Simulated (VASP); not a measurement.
These are r2SCAN meta-GGA, VASP's PBE PAW potentials (set 64) (plane waves; VASP) values and carry that method's errors.

A VASP calculation is set up with these files.

KPOINTS:
```
Automatic mesh
0
Gamma
6 6 4
0 0 0
```

**INCAR**
```
SYSTEM = Sn
PREC = Accurate; ENCUT = 400; LREAL = .FALSE.
LASPH = .TRUE.
EDIFF = 1E-7; NELM = 100; ALGO = Normal
LMAXMIX = 4; LMIXTAU = .TRUE.
ISMEAR = -5
METAGGA = R2SCAN
ISIF = 2
LWAVE = .FALSE.; LCHARG = .FALSE.; LORBIT = 11
NEDOS = 601
LEFG = .TRUE.
```

KPOINTS_OPT:
```
k-points along high-symmetry lines
6
Line-mode
Reciprocal
  0.000000   0.000000   0.000000 ! GAMMA
  0.500000   0.000000   0.000000 ! M

  0.500000   0.000000   0.000000 ! M
  0.333333   0.333333   0.000000 ! K

  0.333333   0.333333   0.000000 ! K
  0.000000   0.000000   0.000000 ! GAMMA

  0.000000   0.000000   0.000000 ! GAMMA
  0.000000   0.000000   0.500000 ! A

  0.000000   0.000000   0.500000 ! A
  0.500000   0.000000   0.500000 ! L

  0.500000   0.000000   0.500000 ! L
  0.333333   0.333333   0.500000 ! H

  0.333333   0.333333   0.500000 ! H
  0.000000   0.000000   0.500000 ! A

  0.500000   0.000000   0.500000 ! L
  0.500000   0.000000   0.000000 ! M

  0.333333   0.333333   0.500000 ! H
  0.333333   0.333333   0.000000 ! K
```

### POSCAR
```
Sn
1.0
  4.6384616476   0.0000000000   0.0000000000
 -2.3192308237   4.0170247186   0.0000000000
  0.0000000000   0.0000000000   7.6130070265
Sn
4
Cart
 -0.0000023192   2.6780178181   0.4793682652
  2.3192331431   1.3390069005   4.2858717785
  2.3192331431   1.3390069005   7.1336387613
 -0.0000023192   2.6780178181   3.3271352480
```

POTCAR, in this order: Sn_d (PBE.64 set). Program: vasp_std.

Output

### OUTCAR
```
 ion  position               nearest neighbor table
   1  0.333  0.667  0.063-   3 2.84   3 2.84   3 2.84   4 2.85
   2  0.667  0.333  0.563-   4 2.84   4 2.84   4 2.84   3 2.85
   3  0.667  0.333  0.937-   1 2.84   1 2.84   1 2.84   2 2.85
   4  0.333  0.667  0.437-   2 2.84   2 2.84   2 2.84   1 2.85
  LATTYP: Found a hexagonal cell.
 ALAT       =     4.6384616476
 C/A-ratio  =     1.6412784248
 Subroutine PRICEL returns:
 Original cell was already a primitive cell.
 Subroutine GETGRP returns: Found 24 space group operations
The static configuration has the point symmetry D_3d.
 The point group associated with its full space group is D_6h.
The dynamic configuration has the point symmetry D_3d.
 Subroutine INISYM returns: Found 24 space group operations
 Subroutine IBZKPT returns following result:
 Found     21 irreducible k-points:

 Following reciprocal coordinates:
            Coordinates               Weight
  0.000000  0.000000  0.000000      1.000000
  0.166667  0.000000  0.000000      6.000000
  0.333333 -0.000000  0.000000      6.000000
  0.500000  0.000000  0.000000      3.000000
  0.166667  0.166667  0.000000      6.000000
  0.333333  0.166667  0.000000     12.000000
  0.333333  0.333333  0.000000      2.000000
  0.000000  0.000000  0.250000      2.000000
  0.166667  0.000000  0.250000     12.000000
  0.333333 -0.000000  0.250000     12.000000
  0.500000  0.000000  0.250000      6.000000
  0.166667  0.166667  0.250000     12.000000
  0.333333  0.166667  0.250000     24.000000
  0.333333  0.333333  0.250000      4.000000
  0.000000  0.000000  0.500000      1.000000
  0.166667  0.000000  0.500000      6.000000
  0.333333 -0.000000  0.500000      6.000000
  0.500000  0.000000  0.500000      3.000000
  0.166667  0.166667  0.500000      6.000000
  0.333333  0.166667  0.500000     12.000000
...
```

File OSZICAR:
```
       N       E                     dE             d eps       ncg     rms          rms(c)
DAV:   1     0.430977656630E+03    0.43098E+03   -0.26504E+04  1394   0.219E+03
DAV:   2    -0.390774061232E+02   -0.47006E+03   -0.46636E+03  1394   0.542E+02
DAV:   3    -0.104666789544E+03   -0.65589E+02   -0.65212E+02  1607   0.197E+02
DAV:   4    -0.107263283412E+03   -0.25965E+01   -0.25942E+01  1500   0.455E+01
DAV:   5    -0.107348957389E+03   -0.85674E-01   -0.85663E-01  1873   0.799E+00    0.660E+00
DAV:   6    -0.102293934043E+03    0.50550E+01   -0.20847E+00  1588   0.205E+01    0.318E+00
DAV:   7    -0.960169479439E+02    0.62770E+01   -0.92350E-01  1399   0.677E+00    0.826E-01
DAV:   8    -0.988090416977E+02   -0.27921E+01   -0.14181E+00  1403   0.763E+00    0.853E-01
DAV:   9    -0.987399832043E+02    0.69058E-01   -0.12918E-01  1424   0.244E+00    0.203E-01
DAV:  10    -0.988527090144E+02   -0.11273E+00   -0.77657E-02  1408   0.186E+00    0.190E-01
DAV:  11    -0.988749914968E+02   -0.22282E-01   -0.42934E-02  1388   0.140E+00    0.220E-01
DAV:  12    -0.988805547990E+02   -0.55633E-02   -0.17105E-03  1592   0.216E-01    0.205E-01
DAV:  13    -0.988973103018E+02   -0.16756E-01   -0.12727E-02  1386   0.721E-01    0.856E-02
DAV:  14    -0.988999280203E+02   -0.26177E-02   -0.16902E-03  1386   0.236E-01    0.414E-02
DAV:  15    -0.989004173391E+02   -0.48932E-03   -0.23823E-04  1450   0.990E-02    0.438E-02
DAV:  16    -0.989006159285E+02   -0.19859E-03   -0.31452E-05  1543   0.471E-02    0.243E-02
DAV:  17    -0.989011204572E+02   -0.50453E-03   -0.28102E-04  1386   0.114E-01    0.882E-03
DAV:  18    -0.989011657128E+02   -0.45256E-04   -0.18538E-05  1404   0.318E-02    0.315E-03
DAV:  19    -0.989011868145E+02   -0.21102E-04   -0.12831E-05  1426   0.216E-02    0.351E-03
DAV:  20    -0.989011766620E+02    0.10152E-04   -0.25265E-06  1318   0.119E-02    0.278E-03
DAV:  21    -0.989011781397E+02   -0.14778E-05   -0.12368E-06  1126   0.880E-03    0.863E-04
DAV:  22    -0.989011736427E+02    0.44970E-05   -0.12455E-06  1051   0.620E-03    0.528E-04
DAV:  23    -0.989011738885E+02   -0.24579E-06   -0.54495E-08   933   0.219E-03    0.423E-04
DAV:  24    -0.989011732918E+02    0.59672E-06   -0.19785E-07  1049   0.229E-03    0.251E-04
DAV:  25    -0.989011733515E+02   -0.59691E-07   -0.44383E-08   872   0.127E-03
   1 F= -.98901173E+02 E0= -.98901173E+02  d E =0.000000E+00
       N       E                     dE             ncg
       N       E                     dE             ncg
       N       E                     dE             ncg
```

**OUTCAR**
```
------------------------ aborting loop because EDIFF is reached ----------------------------------------
  FORCE on cell =-STRESS in cart. coord.  units (eV):
  Direction    XX          YY          ZZ          XY          YZ          ZX
  --------------------------------------------------------------------------------------
  Total       -0.1475089     -0.1475089      0.0365480     -0.0000000     -0.0000000      0.0000000
  in kB       -1.6660738     -1.6660731      0.4127997     -0.0000000     -0.0000000      0.0000000
  external PRESSURE =      -0.9731157 kB  Pullay stress =       0.0000000 kB
  volume of cell :      141.85
      direct lattice vectors                 reciprocal lattice vectors
     4.638461648  0.000000000  0.000000000     0.215588718  0.124470232  0.000000000
    -2.319230824  4.017024719  0.000000000     0.000000000  0.248940465  0.000000000
     0.000000000  0.000000000  7.613007027     0.000000000  0.000000000  0.131354141
 POSITION                                       TOTAL-FORCE (eV/Angst)
 -----------------------------------------------------------------------------------
     -0.00000      2.67802      0.47937         0.000000      0.000000     -0.032702
      2.31923      1.33901      4.28587        -0.000000      0.000000     -0.032702
      2.31923      1.33901      7.13364        -0.000000      0.000000      0.032702
     -0.00000      2.67802      3.32714        -0.000000     -0.000000      0.032702
 -----------------------------------------------------------------------------------
    total drift:                               -0.000512     -0.000000      0.000001
  FREE ENERGIE OF THE ION-ELECTRON SYSTEM (eV)
  ---------------------------------------------------
  free  energy   TOTEN  =       -98.9011733515 eV

  energy  without entropy=      -98.9011733515  energy(sigma->0) =      -98.90117335

 total charge

# of ion       s       p       d       tot
------------------------------------------
    1        1.126   1.245   9.960  12.331
    2        1.126   1.245   9.960  12.331
    3        1.126   1.245   9.960  12.331
    4        1.126   1.245   9.960  12.331
--------------------------------------------------
tot          4.505   4.979  39.841  49.325

 Electric field gradients after diagonalization (V/A^2)
 (convention: |V_zz| > |V_xx| > |V_yy|)
----------------------------------------------------------------------
 ion       V_xx      V_yy      V_zz     asymmetry (V_yy - V_xx)/ V_zz
----------------------------------------------------------------------
   1      -4.006    -4.003     8.009       0.000
   2      -4.006    -4.003     8.009       0.000
   3      -4.006    -4.003     8.009       0.000
   4      -4.006    -4.003     8.009       0.000
```
(Selected blocks of OUTCAR.)

For a metal the tetrahedron method with Blöchl corrections gives inexact stress and forces.

The structure was generated: Sn was put into the lonsdaleite type (P6_3/mmc), which need not be its known phase. It was relaxed first, which changed the volume by +22 %.
